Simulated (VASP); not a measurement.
Given:

```
HgS
1.0
    0.00000     3.00027     3.00027
    3.00027     0.00000     3.00027
    3.00027     3.00027     0.00000
Hg S
1 1
Direct
  0.00000   0.00000   0.00000
  0.25000   0.25000   0.25000
```

Calculation: PBE GGA, VASP's PBE PAW potentials (set 64) (plane waves; VASP). Numerical set-up: 520 eV cut-off, Gaussian smearing of 0.050 eV, potentials Hg S.

Unless said otherwise, spin-orbit coupling is left out, though it shifts the bands of the heavy elements here.

Task: Predict the band gap (along the path) with the smallest direct gap where there is one.

Result: 
- band gap (along the path) = none (metal, semimetal or under 0.01 eV)

Only differences to runs with the same potentials and settings are physical.

The compound is HgS in the zinc blende structure, metacinnabar; cinnabar is the stable form. It was relaxed first, which changed the volume by +8 %.
